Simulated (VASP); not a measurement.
Given:

```
CELL_PARAMETERS angstrom
      0.00000     2.18381     2.18381
      2.18381     0.00000     2.18381
      2.18381     2.18381     0.00000
ATOMIC_POSITIONS crystal
  Al 0.00000 0.00000 0.00000
  N  0.25000 0.25000 0.25000
```

All values below come from r2SCAN meta-GGA, VASP's PBE PAW potentials (set 64) (plane waves; VASP 6.6.1). Settings: 520 eV cut-off, 13×13×13 Γ-centred mesh, Gaussian smearing of 0.010 eV, potentials Al N.

Give the direction-averaged independent-particle dielectric function (no local fields, no excitons; a broadening of 0.1 eV leaves a tail below the gap, and fine structure carries the noise of the k-mesh).

| ħω (eV) | ε₁ | ε₂ |
|---|---|---|
| 0.00 | 4.23 | 0.00 |
| 0.40 | 4.23 | 0.00 |
| 0.80 | 4.25 | 0.01 |
| 1.20 | 4.28 | 0.01 |
| 1.70 | 4.34 | 0.01 |
| 2.10 | 4.41 | 0.02 |
| 2.50 | 4.50 | 0.02 |
| 3.00 | 4.64 | 0.03 |
| 3.40 | 4.79 | 0.04 |
| 3.80 | 4.97 | 0.06 |
| 4.30 | 5.31 | 0.08 |
| 4.70 | 5.73 | 0.15 |
| 5.10 | 6.25 | 0.32 |
| 5.60 | 6.71 | 0.97 |
| 6.00 | 7.05 | 1.59 |
| 6.40 | 6.82 | 3.60 |
| 6.80 | 7.59 | 2.89 |
| 7.30 | 5.43 | 4.83 |
| 7.70 | 5.99 | 7.18 |
| 8.10 | 4.79 | 6.80 |
| 8.60 | 2.77 | 6.67 |
| 9.00 | 1.06 | 6.04 |
| 9.40 | 0.70 | 3.60 |
| 9.90 | 2.67 | 2.94 |
| 10.30 | 2.41 | 3.97 |
| 10.70 | 2.40 | 3.94 |
| 11.20 | 2.39 | 4.53 |
| 11.60 | 2.46 | 3.30 |
| 12.00 | 2.48 | 5.92 |
| 12.40 | 0.06 | 5.64 |
| 12.90 | 0.70 | 5.03 |
| 13.30 | 0.64 | 5.84 |
| 13.70 | -1.32 | 5.08 |
| 14.20 | -1.97 | 4.11 |
| 14.60 | -1.77 | 2.96 |
| 15.00 | -1.62 | 3.00 |
| 15.50 | -1.29 | 2.96 |
| 15.90 | -2.34 | 1.68 |
| 16.30 | -1.49 | 1.82 |
| 16.80 | -1.18 | 1.21 |
ε₂ peaks at 7.7 eV (height 7.2), 8.2 eV (height 7.0), 8.8 eV (height 7.0), 12.2 eV (height 6.7), 13.4 eV (height 6.3); ε₁(0) averages 4.23, so the electronic refractive index below the gap tends to √4.23 = 2.06.

The compound is AlN in the zinc blende structure, a metastable form; wurtzite is the usual one. It was relaxed first.
